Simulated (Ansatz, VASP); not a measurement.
# Si3MoN: VASP beside Ansatz

One calculation is typed for both programs; each brings its own data sets and cutoff. How far apart do they land? The cell is invented: other elements were put on sites of a known structure type. It may not be a known or stable phase. The structure shown is frame 300 of VASP's trajectory.

Main program and level: Ansatz 0.2.0; plane waves, with VASP 6.6.1 beside it; single point at PBE.

In doubt: too few empty bands were carried, so the values of those runs are not to be relied on.

**1. Set-up**

The cell holds 40 atoms: 24 Si, 8 Mo and 8 N. Cell: a = 9.720 Å, b = 9.720 Å, c = 9.720 Å, α = 90.0°, β = 90.0°, γ = 90.0°. It derives from Si3MoN.

Structure file:

```cif
data_structure
_symmetry_space_group_name_H-M 'P1'
_symmetry_Int_Tables_number 1
_cell_length_a 9.7199
_cell_length_b 9.7199
_cell_length_c 9.7199
_cell_angle_alpha 90.000
_cell_angle_beta 90.000
_cell_angle_gamma 90.000
_cell_volume 918.29
loop_
_atom_site_label
_atom_site_type_symbol
_atom_site_symmetry_multiplicity
_atom_site_Wyckoff_symbol
_atom_site_fract_x
_atom_site_fract_y
_atom_site_fract_z
_atom_site_occupancy
Si1 Si 1 a 0.02226 0.19518 0.11811 1
Si2 Si 1 a 0.12016 0.05959 0.85786 1
Si3 Si 1 a 0.97747 0.68099 0.14243 1
Si4 Si 1 a 0.84155 0.55622 0.77493 1
Si5 Si 1 a 0.49415 0.26565 0.37122 1
Si6 Si 1 a 0.46133 0.28387 0.64625 1
Si7 Si 1 a 0.48032 0.73295 0.17879 1
Si8 Si 1 a 0.50148 0.79738 0.75426 1
Si9 Si 1 a 0.28925 0.09033 0.34571 1
Si10 Si 1 a 0.29256 0.08165 0.67460 1
Si11 Si 1 a 0.36254 0.53980 0.31424 1
Si12 Si 1 a 0.09877 0.55300 0.72770 1
Si13 Si 1 a 0.64464 0.01631 0.35899 1
Si14 Si 1 a 0.98111 0.76849 0.79703 1
Si15 Si 1 a 0.71786 0.47815 0.25586 1
Si16 Si 1 a 0.66726 0.46692 0.50739 1
Si17 Si 1 a 0.23163 0.32603 0.97457 1
Si18 Si 1 a 0.28001 0.37541 0.48602 1
Si19 Si 1 a 0.25320 0.79077 0.96261 1
Si20 Si 1 a 0.46549 0.00653 0.52586 1
Si21 Si 1 a 0.88578 0.90523 0.05280 1
Si22 Si 1 a 0.99313 0.22762 0.58928 1
Si23 Si 1 a 0.96890 0.35125 0.87531 1
Si24 Si 1 a 0.57959 0.66623 0.42247 1
Mo1 Mo 1 a 0.26331 0.31200 0.22926 1
Mo2 Mo 1 a 0.18184 0.30559 0.72399 1
Mo3 Mo 1 a 0.24010 0.75598 0.21012 1
Mo4 Mo 1 a 0.22576 0.84467 0.73820 1
Mo5 Mo 1 a 0.77184 0.23280 0.38060 1
Mo6 Mo 1 a 0.73270 0.32448 0.70189 1
Mo7 Mo 1 a 0.70878 0.80648 0.20771 1
Mo8 Mo 1 a 0.72737 0.75445 0.90120 1
N1 N 1 a 0.00985 0.04409 0.00867 1
N2 N 1 a 0.81375 0.18351 0.58921 1
N3 N 1 a 0.88055 0.21997 0.21882 1
N4 N 1 a 0.83090 0.60652 0.22873 1
N5 N 1 a 0.59789 0.71670 0.04001 1
N6 N 1 a 0.46133 0.83264 0.58896 1
N7 N 1 a 0.93923 0.73905 0.96867 1
N8 N 1 a 0.25819 0.92572 0.29297 1
```

**2. VASP: dynamics, PBE**

This run makes the geometry at which the two programs are then compared.

Lines of VASP's logs that name or quote its potential files are left out, and so is its time.

File INCAR:

```
SYSTEM = Si3MoN
PREC = Normal
ENCUT = 340
EDIFF = 1E-04
NELM = 120
ISMEAR = -1
SIGMA = 0.2585
LREAL = Auto
ALGO = VeryFast
GGA = PE
LWAVE = .FALSE.
LCHARG = .FALSE.
NCORE = 4
IBRION = 0
NSW = 300
POTIM = 1
TEBEG = 3000
TEEND = 300
ISYM = 0
ISIF = 2
NELMIN = 4
MAXMIX = 40
NBLOCK = 5
RANDOM_SEED = 41849 0 0
NWRITE = 1
MDALGO = 0
SMASS = -1
```

File POSCAR:

```
Si3MoN
   1.00000000000000
     9.7198758398000003    0.0000000000000000    0.0000000000000000
     0.0000000000000000    9.7198758398000003    0.0000000000000000
     0.0000000000000000    0.0000000000000000    9.7198758398000003
  Si              Mo              N
    24     8     8
Direct
     0.9983694752746509    0.3063305833257668    0.1550134857582435
     0.0058311488801463    0.2250049935683690    0.9026896700280294
     0.9779124616175866    0.8492752543961478    0.1080626135785338
     0.8614056703717221    0.7300381600624299    0.6432839394091835
     0.5036380724666853    0.2243131267241256    0.2900737096066978
     0.4735528781384966    0.1707886552373747    0.7624133140814621
     0.4658177505506216    0.8330118002030241    0.2197670854809587
     0.4699315505365662    0.7167832649170990    0.7203090098840609
     0.3521454576193140    0.0307250884510723    0.2550178202078045
     0.3170975266339428    0.9972947995099191    0.7248274554004250
     0.2732464027487574    0.4907979533626881    0.2716171848197806
     0.3211428143720095    0.5144358047026170    0.7163376968917986
     0.7207146722158605    0.0325937514123040    0.2865329697732549
     0.8655646055237570    0.9529658425514278    0.7635829612026108
     0.9121788723625328    0.5737716295756667    0.2232641716761109
     0.7339070473692594    0.5285974430736275    0.6260283062309754
     0.2647003087504571    0.2817229762810919    0.9889249718457180
     0.2264532702677120    0.3448009705712138    0.5115971870538877
     0.2038034604344642    0.7686821207699768    0.9970912606410234
     0.4040307290602498    0.9573547509502491    0.4919774007500303
     0.7012789510468055    0.9997840722667244    0.0341131817214746
     0.8390110785930630    0.1382543385608713    0.4667316500267330
     0.8139425551479325    0.4183918560443402    0.8827507787519270
     0.6662799748338809    0.7139859760330967    0.4427216757754712
     0.2399448264981527    0.2673467226988142    0.2524140845989542
     0.2425546621157143    0.2557052603490030    0.7464646264336754
     0.1981331499271259    0.7267425707305666    0.2465630027154319
     0.2235212921251951    0.7647532289099703    0.7620641998431658
     0.7823928203171283    0.3227860282578438    0.3447814241028175
     0.7412443454552367    0.2645276381465830    0.7373695104671851
     0.7343036045780134    0.7935179738659481    0.2080999530409771
     0.7443492361939940    0.7109059123955215    0.8674122384794206
     0.9352211146687845    0.0945189787544715    0.0324166466726330
     0.8518344823311564    0.1330397358193696    0.6461253365697432
     0.8647078705619420    0.4170862613432023    0.1104031891617274
     0.0268200784139396    0.6510243785449855    0.3035416011975162
     0.7874945785048871    0.6910397371729730    0.0385286235007591
     0.4830146551369159    0.8081446885982495    0.5756641134770926
     0.6499992832889787    0.0082406621775840    0.8464554743613935
     0.2958699945677309    0.8703763119361539    0.3486616230657283

  0.20862474E-01  0.32654323E-02 -0.38746858E-02
  0.18181936E-01 -0.54214990E-02 -0.17859296E-02
  0.62214834E-02 -0.15925631E-01  0.29985597E-02
 -0.15415509E-03 -0.14858607E-01 -0.51735579E-02
 -0.99297813E-02  0.13697135E-01  0.70627778E-02
 -0.98172964E-03  0.52759677E-02 -0.10924160E-01
  0.47759055E-02 -0.10643184E-01 -0.87949762E-02
  0.32452547E-03  0.21923972E-02 -0.77490282E-02
 -0.23589473E-02  0.21994395E-01  0.84490470E-02
 -0.46120686E-03  0.88353400E-03 -0.73465668E-02
 -0.28567903E-02 -0.23685351E-01  0.86841064E-02
 -0.12195316E-02 -0.10940556E-01  0.52453632E-02
 -0.90332057E-02 -0.10514998E-01 -0.69578904E-03
  0.33328492E-02  0.36927813E-02 -0.42246502E-02
  0.67209253E-02 -0.32325076E-02 -0.64548597E-02
 -0.69159655E-03  0.31960849E-04 -0.13238966E-01
  0.77379880E-02  0.10933918E-02  0.22024418E-02
  0.61126592E-03 -0.56844680E-02 -0.37010008E-02
  0.53868847E-03  0.35403117E-02 -0.17016751E-02
 -0.92460504E-02  0.24378572E-01 -0.51986646E-02
 -0.60999521E-02  0.50755197E-02  0.19475340E-02
  0.77457655E-02  0.50930049E-02  0.55182967E-02
 -0.20020602E-03 -0.70041928E-03 -0.69595327E-03
 -0.75749114E-03 -0.15854234E-01 -0.87388294E-02
  0.46676664E-03  0.79247507E-02 -0.48931230E-03
 -0.12795473E-02  0.22459764E-02 -0.45971925E-04
 -0.42089375E-02 -0.32498052E-02  0.35932736E-03
  0.29943301E-03  0.58645566E-02 -0.34364462E-02
 -0.36604966E-02 -0.53265215E-02  0.61408645E-02
 -0.40978650E-03  0.15111283E-02  0.13632683E-02
 -0.10022056E-02  0.74522436E-02  0.33662854E-02
 -0.37695291E-02 -0.41401019E-02  0.65429113E-02
 -0.84851665E-02 -0.53939596E-02  0.17837546E-01
 -0.57192807E-02  0.25191358E-01  0.28891115E-02
 -0.21065647E-01  0.86454970E-02  0.19063079E-01
  0.94455018E-03  0.73549309E-02 -0.16056986E-01
  0.80260009E-02 -0.49985558E-01  0.10057839E-03
  0.19595681E-01  0.20691270E-02 -0.62531291E-02
  0.26250567E-01 -0.14555653E-01 -0.81139394E-02
  0.70785579E-02 -0.28324495E-02 -0.73672674E-02

           1
   1.00000000000000
  0.10000000E+01  0.00000000E+00  0.00000000E+00  0.00000000E+00
  0.51584772E-03  0.30666654E+00  0.15461485E+00
  0.77017423E-02  0.22444722E+00  0.90250593E+00
  0.97855254E+00  0.84763679E+00  0.10837111E+00
  0.86138981E+00  0.72850948E+00  0.64275167E+00
  0.50261648E+00  0.22572231E+00  0.29080034E+00
  0.47345188E+00  0.17133146E+00  0.76128941E+00
  0.46630911E+00  0.83191681E+00  0.21886224E+00
  0.46996494E+00  0.71700882E+00  0.71951177E+00
  0.35190276E+00  0.32987915E-01  0.25588707E+00
  0.31705008E+00  0.99738570E+00  0.72407163E+00
  0.27295249E+00  0.48836116E+00  0.27251062E+00
  0.32101735E+00  0.51331022E+00  0.71687735E+00
  0.71978532E+00  0.31511948E-01  0.28646139E+00
  0.86590750E+00  0.95334576E+00  0.76314832E+00
  0.91287033E+00  0.57343906E+00  0.22260008E+00
  0.73383589E+00  0.52860073E+00  0.62466626E+00
  0.26549641E+00  0.28183547E+00  0.98915156E+00
  0.22651616E+00  0.34421614E+00  0.51121642E+00
  0.20385888E+00  0.76904636E+00  0.99691619E+00
  0.40307948E+00  0.95986287E+00  0.49144255E+00
  0.70065138E+00  0.30625174E-03  0.34313548E-01
  0.83980798E+00  0.13877832E+00  0.46729938E+00
  0.81392196E+00  0.41831980E+00  0.88267918E+00
  0.66620204E+00  0.71235486E+00  0.44182261E+00
  0.23999285E+00  0.26816204E+00  0.25236374E+00
  0.24242302E+00  0.25593633E+00  0.74645990E+00
  0.19770013E+00  0.72640822E+00  0.24659997E+00
  0.22355210E+00  0.76535659E+00  0.76171065E+00
  0.78201622E+00  0.32223803E+00  0.34541321E+00
  0.74120219E+00  0.26468311E+00  0.73750977E+00
  0.73420050E+00  0.79428468E+00  0.20844628E+00
  0.74396142E+00  0.71047997E+00  0.86808539E+00
  0.93434814E+00  0.93964038E-01  0.34251809E-01
  0.85124607E+00  0.13563147E+00  0.64642257E+00
  0.86254060E+00  0.41797573E+00  0.11236444E+00
  0.26917256E-01  0.65178107E+00  0.30188963E+00
  0.78832031E+00  0.68589712E+00  0.38538971E-01
  0.48503070E+00  0.80835756E+00  0.57502078E+00
  0.65269999E+00  0.67431479E-02  0.84562070E+00
  0.29659825E+00  0.87008490E+00  0.34790366E+00
  0.21425707E-02  0.36959141E-03 -0.40513987E-03
  0.18792313E-02 -0.52991578E-03 -0.19422098E-03
  0.64477239E-03 -0.16635647E-02  0.31749088E-03
 -0.36127578E-04 -0.15402879E-02 -0.51848568E-03
 -0.10399930E-02  0.13964298E-02  0.71763017E-03
 -0.13781274E-03  0.53175635E-03 -0.11263121E-02
  0.48247984E-03 -0.10751771E-02 -0.89135976E-03
  0.25064688E-04  0.22874754E-03 -0.82773949E-03
 -0.23073700E-03  0.22485673E-02  0.88315514E-03
 -0.26196944E-04  0.94560819E-04 -0.76297986E-03
 -0.29913654E-03 -0.24692718E-02  0.88818302E-03
 -0.10393555E-03 -0.11112914E-02  0.53636337E-03
 -0.91720725E-03 -0.11041835E-02 -0.74321152E-04
  0.36020301E-03  0.36394207E-03 -0.43659474E-03
  0.80848559E-03 -0.27377971E-03 -0.62209743E-03
 -0.62595890E-04  0.24626608E-04 -0.13621120E-02
  0.80116236E-03  0.11011844E-03  0.20734468E-03
  0.54738852E-04 -0.59314572E-03 -0.36433239E-03
  0.49515669E-04  0.36662788E-03 -0.19286810E-03
 -0.94977015E-03  0.25496744E-02 -0.55036596E-03
 -0.65062061E-03  0.51227449E-03  0.23678428E-03
  0.78529878E-03  0.53449931E-03  0.53121441E-03
 -0.43431314E-04 -0.12294932E-03 -0.12423203E-03
 -0.68345573E-04 -0.16298172E-02 -0.92555351E-03
  0.47117311E-04  0.82599194E-03 -0.48750025E-04
 -0.13171498E-03  0.22805503E-03 -0.78665257E-05
 -0.43254779E-03 -0.33613194E-03  0.40209111E-04
  0.32185819E-04  0.60535812E-03 -0.34683881E-03
 -0.36997707E-03 -0.55417140E-03  0.64175947E-03
 -0.25283423E-04  0.16306211E-03  0.15304638E-03
 -0.99812891E-04  0.76891458E-03  0.35002262E-03
 -0.37562559E-03 -0.42774577E-03  0.69151473E-03
 -0.86917465E-03 -0.57714227E-03  0.18688967E-02
 -0.63034155E-03  0.26906386E-02  0.30436488E-03
 -0.21926197E-02  0.83161533E-03  0.19387221E-02
 -0.46150306E-04  0.68358182E-03 -0.17202676E-02
  0.78093254E-03 -0.51182816E-02 -0.11824246E-03
  0.19574887E-02  0.17667899E-03 -0.52772175E-03
  0.26532523E-02 -0.15103288E-02 -0.88750135E-03
  0.68030138E-03 -0.32167850E-03 -0.80135464E-03
  0.00000000E+00  0.00000000E+00  0.00000000E+00
  0.00000000E+00  0.00000000E+00  0.00000000E+00
  0.00000000E+00  0.00000000E+00  0.00000000E+00
  0.00000000E+00  0.00000000E+00  0.00000000E+00
  0.00000000E+00  0.00000000E+00  0.00000000E+00
  0.00000000E+00  0.00000000E+00  0.00000000E+00
  0.00000000E+00  0.00000000E+00  0.00000000E+00
  0.00000000E+00  0.00000000E+00  0.00000000E+00
  0.00000000E+00  0.00000000E+00  0.00000000E+00
  0.00000000E+00  0.00000000E+00  0.00000000E+00
  0.00000000E+00  0.00000000E+00  0.00000000E+00
  0.00000000E+00  0.00000000E+00  0.00000000E+00
  0.00000000E+00  0.00000000E+00  0.00000000E+00
  0.00000000E+00  0.00000000E+00  0.00000000E+00
  0.00000000E+00  0.00000000E+00  0.00000000E+00
  0.00000000E+00  0.00000000E+00  0.00000000E+00
  0.00000000E+00  0.00000000E+00  0.00000000E+00
  0.00000000E+00  0.00000000E+00  0.00000000E+00
  0.00000000E+00  0.00000000E+00  0.00000000E+00
  0.00000000E+00  0.00000000E+00  0.00000000E+00
  0.00000000E+00  0.00000000E+00  0.00000000E+00
  0.00000000E+00  0.00000000E+00  0.00000000E+00
  0.00000000E+00  0.00000000E+00  0.00000000E+00
  0.00000000E+00  0.00000000E+00  0.00000000E+00
  0.00000000E+00  0.00000000E+00  0.00000000E+00
  0.00000000E+00  0.00000000E+00  0.00000000E+00
  0.00000000E+00  0.00000000E+00  0.00000000E+00
  0.00000000E+00  0.00000000E+00  0.00000000E+00
  0.00000000E+00  0.00000000E+00  0.00000000E+00
  0.00000000E+00  0.00000000E+00  0.00000000E+00
  0.00000000E+00  0.00000000E+00  0.00000000E+00
  0.00000000E+00  0.00000000E+00  0.00000000E+00
  0.00000000E+00  0.00000000E+00  0.00000000E+00
  0.00000000E+00  0.00000000E+00  0.00000000E+00
  0.00000000E+00  0.00000000E+00  0.00000000E+00
  0.00000000E+00  0.00000000E+00  0.00000000E+00
  0.00000000E+00  0.00000000E+00  0.00000000E+00
  0.00000000E+00  0.00000000E+00  0.00000000E+00
  0.00000000E+00  0.00000000E+00  0.00000000E+00
  0.00000000E+00  0.00000000E+00  0.00000000E+00
```

File KPOINTS:

```
Automatic mesh
0
Gamma
1 1 1
0 0 0
```

PAW data sets: Si, Mo and N (PBE family, release 64).

Started as:

```console
mpirun -np 4 vasp_gam
```

Numbers of over 12 decimals in the logs are rounded to 6 here.

The program printed:

```text
[banner, memory and clock lines left out]
running    4 mpi-ranks, on    1 nodes
[...]
LDA part: xc-table for (Slater+PW92), standard interpolation
 POSCAR, INCAR and KPOINTS ok, starting setup
[...]
prediction of wavefunctions initialized - no I/O
 entering main loop
       N       E                     dE             d eps       ncg     rms          rms(c)
RMM:   1     0.187986705815E+04    0.18799E+04   -0.50398E+04   113   0.897E+02
RMM:   2     0.474310660810E+03   -0.14056E+04   -0.14580E+04   113   0.233E+02
RMM:   3     0.611129727421E+02   -0.41320E+03   -0.49588E+03   113   0.127E+02
RMM:   4    -0.109891752331E+03   -0.17100E+03   -0.16919E+03   113   0.922E+01
[...]
RMM:  41    -0.251310959525E+03   -0.11315E-03   -0.11214E-03    55   0.682E-03    0.690E-03
RMM:  42    -0.251311068394E+03   -0.10887E-03   -0.10784E-03    47   0.666E-03    0.747E-03
RMM:  43    -0.251311164985E+03   -0.96591E-04   -0.95769E-04    47   0.665E-03
[...]
290 T=   453. E= -.26532848E+03 F= -.26761187E+03 E0= -.26539107E+03  EK= 0.22834E+01 SP= 0.00E+00 SK= 0.00E+00
    291 T=   381. E= -.26571899E+03 F= -.26763968E+03 E0= -.26541958E+03  EK= 0.19207E+01 SP= 0.00E+00 SK= 0.00E+00
    292 T=   387. E= -.26571758E+03 F= -.26766685E+03 E0= -.26544768E+03  EK= 0.19493E+01 SP= 0.00E+00 SK= 0.00E+00
    293 T=   393. E= -.26571733E+03 F= -.26769784E+03 E0= -.26547967E+03  EK= 0.19805E+01 SP= 0.00E+00 SK= 0.00E+00
    294 T=   400. E= -.26571704E+03 F= -.26773370E+03 E0= -.26551712E+03  EK= 0.20167E+01 SP= 0.00E+00 SK= 0.00E+00
    295 T=   408. E= -.26571707E+03 F= -.26777580E+03 E0= -.26556004E+03  EK= 0.20587E+01 SP= 0.00E+00 SK= 0.00E+00
    296 T=   336. E= -.26613078E+03 F= -.26782461E+03 E0= -.26560959E+03  EK= 0.16938E+01 SP= 0.00E+00 SK= 0.00E+00
    297 T=   347. E= -.26612861E+03 F= -.26787729E+03 E0= -.26566287E+03  EK= 0.17487E+01 SP= 0.00E+00 SK= 0.00E+00
    298 T=   359. E= -.26612871E+03 F= -.26793852E+03 E0= -.26572577E+03  EK= 0.18098E+01 SP= 0.00E+00 SK= 0.00E+00
    299 T=   373. E= -.26612874E+03 F= -.26800685E+03 E0= -.26579665E+03  EK= 0.18781E+01 SP= 0.00E+00 SK= 0.00E+00
    300 T=   387. E= -.26612877E+03 F= -.26807988E+03 E0= -.26587286E+03  EK= 0.19511E+01 SP= 0.00E+00 SK= 0.00E+00
[...]
prediction of wavefunctions
 wavefunctions rotated
```

OUTCAR, selected parts (step 2):

```text
  Total      -44.5497883    -44.4140609    -43.7614169     -2.8138307     -1.0635513     -0.3651778
  in kB      -77.7273883    -77.4905805    -76.3518924     -4.9093771     -1.8556108     -0.6371369
  external PRESSURE =     -77.1899537 kB  Pullay stress =       0.0000000 kB

 POSITION                                       TOTAL-FORCE (eV/Angst)
 -----------------------------------------------------------------------------------
      0.21640      1.89714      1.14801         0.584777      0.466051     -0.195607
      1.16798      0.57920      8.33833        -0.144459     -0.863701      0.014688
      9.50092      6.61913      1.38442        -0.158367     -0.187780      0.829343
      8.17974      5.40639      7.53223        -0.438546     -0.690819     -0.244748
      4.80303      2.58209      3.60822         0.083762      0.169584     -0.284651
      4.48405      2.75918      6.28151         0.313639     -0.017309     -0.188115
      4.66869      7.12416      1.73783        -0.287922     -0.032052     -1.073330
      4.87428      7.75046      7.33136         0.203726      0.033669      0.819267
      2.81143      0.87803      3.36026         0.100312     -0.050275     -0.187893
      2.84369      0.79361      6.55703        -0.230588      0.376069     -0.504208
      3.52389      5.24677      3.05437         0.195561      0.408813      0.375853
      0.96002      5.37509      7.07315         0.130420      0.010083      0.222812
      6.26585      0.15853      3.48936        -0.177653     -0.605877     -0.353166
      9.53627      7.46960      7.74699         0.971742      0.666964     -1.044965
[...]
-----------------------------------------------------------------------------------
    total drift:                               -0.003993      0.014484     -0.007938

  FREE ENERGIE OF THE ION-ELECTRON SYSTEM (eV)
  ---------------------------------------------------
  free  energy   TOTEN  =      -268.0798800069 eV

  energy  without entropy=     -263.6658361162  energy(sigma->0) =     -265.87285806

[... 3 further parts left out ...]
[key lines of the parts left out:]
E-fermi :   3.1324
```

The k-mesh is coarse for a metal. The data set Mo keeps the semicore shell frozen, which is cheaper and a little less accurate.

(Part 1 of 2 ends here.)

[Lines on the potential files, build, host, timing and source positions are cut from VASP's logs without a mark.]

[Logs are printed without paths, hosts, clocks, repeated set-up lines and the standing remarks that a program may print on its own settings, such as how far it seeks lower states.]

[Hosts, paths, dates, database ids (printed as entryN), source tags and the programs' standing remarks are cut or masked in the printed files.]

[The remark on too few empty bands rests on warnings of the Ansatz runs; the VASP runs of these pairs gave none.]
